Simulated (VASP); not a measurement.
The input files of a VASP run:

INCAR:
```
IBRION = 2   ! conjugate gradients
NELM = 100   ! most electronic steps
LWAVE = .False.
EDIFF = 1E-6   ! SCF stop (eV)
ALGO = Normal   ! blocked Davidson
PREC = Accurate
LASPH = .True.   ! aspherical one-centre terms
ENCUT = 500   ! plane-wave cut-off (eV)
EDIFFG = -0.02   ! ionic stop
NSW = 40   ! most ionic steps
LCHARG = .False.
ISIF = 3   ! ions, shape and volume
LREAL = .False.   ! projection in real space or not
ISMEAR = 0
SIGMA = 0.05   ! width (eV)
LMAXMIX = 4   ! l cut-off of mixed one-centre charges
PSTRESS = 300
SYSTEM = RbBr
```

**KPOINTS**
```
Automatic mesh
0
Gamma
8 8 8
0 0 0
```

### POSCAR
```
RbBr
1
    0.0000000000     2.9258080888     2.9258080888
    2.9258080888     0.0000000000     2.9258080888
    2.9258080888     2.9258080888     0.0000000000
Rb Br
1 1
Direct
  0.0000000000   0.0000000000   0.0000000000
  0.5000000000   0.5000000000   0.5000000000
```

POTCAR, in this order: Rb_sv Br (LDA.64 set). Program: vasp_std.

Question: Write an equivalent input for Quantum ESPRESSO's pw.x.

Answer: One equivalent input (not run):
```
&CONTROL
  calculation = 'vc-relax'
  pseudo_dir = './pseudo'
  outdir = './out'
  tprnfor = .true.
  tstress = .true.
  nstep = 40
  forc_conv_thr = 0.00078
/
&SYSTEM
  ibrav = 0
  nat = 2
  ntyp = 2
  ecutwfc = 44
  occupations = 'smearing'
  smearing = 'gaussian'
  degauss = 0.003675
  input_dft = 'pz'
/
&ELECTRONS
  conv_thr = 7.3e-08
  electron_maxstep = 100
/
&IONS
/
&CELL
  press = 300
/
ATOMIC_SPECIES
  Rb 85.468 Rb.upf
  Br 79.904 Br.upf
CELL_PARAMETERS angstrom
     0.0000000    2.9258081    2.9258081
     2.9258081    0.0000000    2.9258081
     2.9258081    2.9258081    0.0000000
ATOMIC_POSITIONS crystal
  Rb   0.0000000  0.0000000  0.0000000
  Br   0.5000000  0.5000000  0.5000000
K_POINTS automatic
  8 8 8 0 0 0
```
Limits of the translation: the potentials are each code's own (VASP's PAW set, PseudoDojo norm-conserving files in pw.x), so ENCUT and ecutwfc are chosen apart and not converted; conv_thr bounds pw.x's estimated SCF error, while EDIFF bounds the energy change between steps; forc_conv_thr acts on force components and is met together with etot_conv_thr.

The compound is RbBr in the rock salt structure. This run relaxes it under an external pressure of 30 GPa. Symmetry was kept, so distortions that lower it aren't found.
